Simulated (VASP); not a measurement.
These are PBE GGA, VASP's PBE PAW potentials (set 64) (plane waves; VASP) values and carry that method's errors.

The input files of a VASP run:

**INCAR**
```
ALGO = Normal
EDIFF = 1E-6
ENCUT = 400
GGA = PE
ISIF = 2
ISMEAR = 0
LASPH = .TRUE.
LCHARG = .FALSE.
LMAXMIX = 4
LREAL = .FALSE.
LWAVE = .FALSE.
NELECT = 15.5
NELM = 100
PREC = Accurate
SIGMA = 0.05
SYSTEM = CsCl
```

File POSCAR:
```
CsCl
1
    4.1204150000     0.0000000000     0.0000000000
    0.0000000000     4.0462790000     0.0000000000
    0.0000000000     0.0000000000     4.1635170000
Cs Cl
1 1
Direct
  0.0000000000   0.0000000000   0.0000000000
  0.5232910000   0.5000000000   0.5000000000
```

**KPOINTS**
```
Regular mesh
0
Gamma
  6 6 6
```

POTCAR, in this order: Cs_sv Cl (PBE.64 set). Program: vasp_std.

**Question.** What will the output report for the number of irreducible k-points (NKPTS), number of bands (NBANDS), largest plane-wave count, number of space-group operations, FFT grid (NGX, NGY, NGZ)?

**Answer.** 
| Item | Result |
|---|---|
| number of irreducible k-points (NKPTS) | 64 |
| number of bands (NBANDS) | 12 |
| largest plane-wave count | 1281 |
| number of space-group operations | 4 |
| FFT grid (NGX, NGY, NGZ) | 28 × 28 × 28 |

The compound is CsCl in the CsCl type structure. The cell was not relaxed at this level, atoms are displaced from their ideal sites. The run is one of a series of settings (NELECT = 15.5 against the base run), some of them coarse on purpose.
